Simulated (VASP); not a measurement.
An input for Ansatz (written as the equivalent of a VASP run, and not itself run):

Ansatz 0.2 input:
```yaml
crystal:
  lattice:
    - [3.8335786, 0.0000000, 0.0000000]
    - [-1.9167893, 3.3199767, 0.0000000]
    - [0.0000000, 0.0000000, 6.2410854]
  atoms:
    - { symbol: Sn, position: [1.0000000, 0.0000000, 0.0000000] }
    - { symbol: Se, position: [0.3333330, 0.6666670, 0.2527087] }
    - { symbol: Se, position: [0.6666670, 0.3333330, 0.7472913] }
kpoints:
  mp_grid: { grid: [6, 6, 3] }
hamiltonian:
  xc: r2scan
  pseudopotentials: { kind: paw }
scf:
  occupations: { method: gaussian, width: 0.05 }
  max_iter: 100
relax:
  max_steps: 60
  f_tol: 0.02
  cell: {}
output: { forces: true, stress: true, eigenvalues: true }
```

Q: Translate this input to VASP (INCAR, KPOINTS, POSCAR, choice of POTCAR).

A: Several could match; the one computed here: 
### POSCAR
```
SnSe2
1
    3.8335786301     0.0000000000    -0.0000000000
   -1.9167893150     3.3199766965     0.0000000000
    0.0000000000    -0.0000000000     6.2410854112
Sn Se
1 2
Direct
  1.0000000000   0.0000000000   0.0000000000
  0.3333330000   0.6666670000   0.2527086819
  0.6666670000   0.3333330000   0.7472913181
```

INCAR:
```
! general
SYSTEM =SnSe2
PREC   =Accurate
ENCUT  =480
LREAL  =.FALSE.
LASPH  =.TRUE.

! electronic loop
EDIFF  =1E-6
NELM   =100
ALGO   =Normal
LMAXMIX=4
LMIXTAU=.TRUE.

! smearing
ISMEAR =0
SIGMA  =0.05

! functional
METAGGA=R2SCAN

! ions
IBRION =2
NSW    =60
ISIF   =3
EDIFFG =-0.02

! output
LWAVE  =.FALSE.
LCHARG =.FALSE.
```

KPOINTS:
```
Regular mesh
0
gamma
  6 6 3
0 0 0
```

POTCAR, in this order: Sn_d Se (PBE.64 set). Program: vasp_std.

The two are equivalent in intent, not identical: each code has its own PAW files, so the cut-off isn't converted (ENCUT is set for VASP's; basis.ecutwfc is left out, and Ansatz then takes the one that its files recommend); Ansatz stops its SCF on the density residual and VASP on the energy change (EDIFF).

The compound is SnSe2 in the 1T layered structure. This run relaxes it. Symmetry was kept, so distortions that lower it aren't found.
